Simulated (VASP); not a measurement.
VASP runs on Ba (space group Im-3m) share one base input (PBE GGA, plane waves, VASP's PBE PAW potentials (set 64)) and change the settings named in each case.

### INCAR
```
ALGO  =  Normal
EDIFF  =  1E-6
ENCUT  =  300
GGA  =  PE
ISIF  =  2
ISMEAR  =  0
LASPH  =  .TRUE.
LCHARG  =  .FALSE.
LMAXMIX  =  4
LREAL  =  .FALSE.
LWAVE  =  .FALSE.
NELM  =  100
PREC  =  Accurate
SIGMA  =  0.1
SYSTEM  =  Ba
```

File POSCAR:
```
Ba
5.0159840
 -0.5000000000   0.5000000000   0.5000000000
  0.5000000000  -0.5000000000   0.5000000000
  0.5000000000   0.5000000000  -0.5000000000
Ba
1
Cart
  0.0000000000   0.0000000000   0.0000000000
```

**KPOINTS**
```
Automatic mesh
0
Gamma
8 8 8
0 0 0
```

POTCAR, in this order: Ba_sv (PBE.64 set). Program: vasp_std.

| change | E(σ→0) (eV/atom) | pressure (GPa) | −TS (eV) |
|---|---|---|---|
| base run | -1.9128 | 0.01 | -0.0044 |
| GGA = PS | -2.1451 | -0.69 | -0.0045 |
| GGA_COMPAT = .FALSE., LNONCOLLINEAR = .TRUE., LSORBIT = .TRUE., MAGMOM = 0.0 0.0 0.0, program vasp_ncl | -2.1113 | -0.02 | -0.0044 |
| KPOINTS 1×1×1 Γ-centred mesh | -4.8121 | 5.24 | 0.0000 |
 Energies of different potentials or functionals have different zeros.  Unless said otherwise, spin-orbit coupling is left out, though it shifts the bands of the heavy elements here. At 300 eV the pressure can carry a Pulay error.

Left out are runs that ran out of time, are held back, or changed the cell or the kind of run, fixed moments of cells without a moment, rows past the twelfth, gaps on odd meshes, pressures of charged cells and columns that move by less than the noise.

The structure is a typed Ba crystal. The cell was not relaxed at this level, its lattice was scaled by up to 2.5 %.
